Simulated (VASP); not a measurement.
VASP runs on Sc (hcp) share one base input (PBE GGA, plane waves, VASP's PBE PAW potentials (set 64)) and change the settings named in each case.

INCAR:
```
! general
SYSTEM   =  Sc
PREC     =  Accurate
ENCUT    =  400
LREAL    =  .FALSE.
LASPH    =  .TRUE.

! electronic loop
EDIFF    =  1E-6
NELM     =  100
ALGO     =  Normal
LMAXMIX  =  4

! smearing
ISMEAR   =  1
SIGMA    =  0.1

! functional
GGA      =  PE

! ions
ISIF     =  2

! output
LWAVE    =  .FALSE.
LCHARG   =  .FALSE.
```

File KPOINTS:
```
Automatic mesh
0
gamma
  11 11 6
```

**POSCAR**
```
Sc
1
    1.6550000000    -2.8665440000     0.0000000000
    1.6550000000     2.8665440000     0.0000000000
    0.0000000000     0.0000000000     5.2700000000
Sc
2
Direct
  0.3333330000   0.6666670000   0.2500000000
  0.6666670000   0.3333330000   0.7500000000
```

POTCAR, in this order: Sc_sv (PBE.64 set). Program: vasp_std.

| change | E(σ→0) (eV/atom) | pressure (GPa) | −TS (eV) | electronic steps |
|---|---|---|---|---|
| base run | -6.2460 | -0.84 | 0.0012 | 13 |
| ALGO = Fast | -6.2460 | -0.89 | 0.0012 | 17 |
| ALGO = VeryFast (not converged) | 124.2309 | -28.69 | -0.0006 | 100 |
| ALGO = All | -6.2460 | -0.83 | 0.0012 | 24 |
| ALGO = Damped | -6.2460 | -0.83 | 0.0012 | 43 |
| ALGO = Conjugate | -6.2460 | -0.83 | 0.0012 | 24 |

Left out are runs that ran out of time, are held back, or changed the cell or the kind of run, fixed moments of cells without a moment, rows past the twelfth, gaps on odd meshes, pressures of charged cells and columns that move by less than the noise.

The compound is Sc in the hcp structure. The cell was not relaxed at this level.
